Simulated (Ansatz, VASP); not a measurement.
# One calculation of KB3H8, two programs

```
K B H
1.0
     3.71281   -4.04043    0.00000
     3.71281    4.04043    0.00000
     0.00000    0.00000    8.19595
K B H
2 6 16
Direct
  0.66545 0.33455 0.75000
  0.33455 0.66545 0.25000
  0.28055 0.71945 0.64035
  0.71945 0.28055 0.14035
  0.71945 0.28055 0.35965
  0.28055 0.71945 0.85965
  0.09117 0.90883 0.75000
  0.90883 0.09117 0.25000
  0.20290 0.52065 0.58902
  0.79710 0.47935 0.08902
  0.52065 0.20290 0.41098
  0.47935 0.79710 0.91098
  0.79710 0.47935 0.41098
  0.20290 0.52065 0.91098
  0.47935 0.79710 0.58902
  0.52065 0.20290 0.08902
  0.13744 0.86256 0.57697
  0.86256 0.13744 0.07697
  0.86256 0.13744 0.42303
  0.13744 0.86256 0.92303
  0.87293 0.85313 0.75000
  0.12707 0.14687 0.25000
  0.85313 0.87293 0.25000
  0.14687 0.12707 0.75000
```

Alike in both runs: task electric field gradients; functional PBE; k mesh 5 × 5 × 3; no spin polarisation.

```csv
,VASP,Ansatz
version,VASP 6.6.1,Ansatz 0.2.0
potentials or method,"VASP PAW PBE potentials, release 64 (K_sv, B, H)","plane-wave PAW, scalar-relativistic"
plane-wave cutoff (eV),520,420
occupations,"gaussian, width 0.01 eV",fixed
valence electrons in the cell,52,52
```

```tsv
	VASP	Ansatz	Ansatz less VASP
gap on the k mesh at the Fermi level (eV)	5.77	5.77	+0.001
rms of the force components (eV/Å)	0.005	0.006	+0.0001
Vzz of the field gradient on the site that differs most (V/Å²)	24.7	21.7	-3.06
```

Atom by atom the forces differ by 0.005 eV/Å (rms over components).

Caveats: an odd mesh through Γ misses points on the zone boundary, where band edges often lie. A hybrid or GW would open this gap; PBE tends to underestimate it.
